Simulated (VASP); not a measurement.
Method: HSEsol screened hybrid, VASP's PBE PAW potentials (set 64) (plane waves; VASP).

A VASP calculation is set up with these files.

KPOINTS:
```
kpoints
0
G
  6 6 6
0 0 0
```

**POSCAR**
```
InSb
1.0
  0.0000000000   3.2489554728   3.2489554728
  3.2489554728   0.0000000000   3.2489554728
  3.2489554728   3.2489554728   0.0000000000
In Sb
1 1
Cartesian
  3.2489554728   0.0000000000   3.2489554728
  1.6244777364   1.6244777364   1.6244777364
```

INCAR:
```
# general
SYSTEM  =InSb
PREC    =Accurate
ENCUT   =520
LREAL   =.FALSE.
LASPH   =.TRUE.
ISYM    =3

# electronic loop
EDIFF   =1E-6   # SCF stop (eV)
NELM    =60
ALGO    =Normal   # blocked Davidson
LMAXMIX =4

# smearing
ISMEAR  =0   # Gaussian
SIGMA   =0.05   # width (eV)

# functional
GGA     =PS
LHFCALC =.TRUE.
AEXX    =0.25
HFSCREEN=0.2   # 1/Angstrom
PRECFOCK=Fast

# ions
ISIF    =2

# output
LWAVE   =.FALSE.
LCHARG  =.FALSE.
```

POTCAR, in this order: In_d Sb (PBE.64 set). Program: vasp_std. Read from the step before: WAVECAR.

Unless said otherwise, spin-orbit coupling is left out, though it shifts the bands of the heavy elements here.

Predict the energy per atom (σ→0), band gap (on the k-mesh).

The energy per atom (σ→0) is -4.501 eV/atom and the band gap (on the k-mesh) comes out as 0.38 eV.

OSZICAR:
```
...
DAV:   3    -0.900184734040E+01    0.87879E-03   -0.28219E-03   614   0.408E-01    0.733E+00
DAV:   4    -0.900132310423E+01    0.52424E-03   -0.15415E-04   494   0.126E-01    0.437E+00
DAV:   5    -0.900113885710E+01    0.18425E-03   -0.69374E-05   490   0.818E-02    0.259E+00
DAV:   6    -0.900107855158E+01    0.60306E-04   -0.22652E-05   475   0.469E-02    0.153E+00
DAV:   7    -0.900105978180E+01    0.18770E-04   -0.68148E-06   485   0.260E-02    0.906E-01
DAV:   8    -0.900105426739E+01    0.55144E-05   -0.24034E-06   436   0.145E-02    0.535E-01
DAV:   9    -0.900105400580E+01    0.26159E-06   -0.73969E-07   238   0.816E-03
   1 F= -.90010540E+01 E0= -.90010540E+01  d E =-.319006E-09
```

The compound is InSb in the zinc blende structure. This cell is one point of a volume scan, at 0.94 of the reference volume. The cell's shape comes from a PBE relaxation.
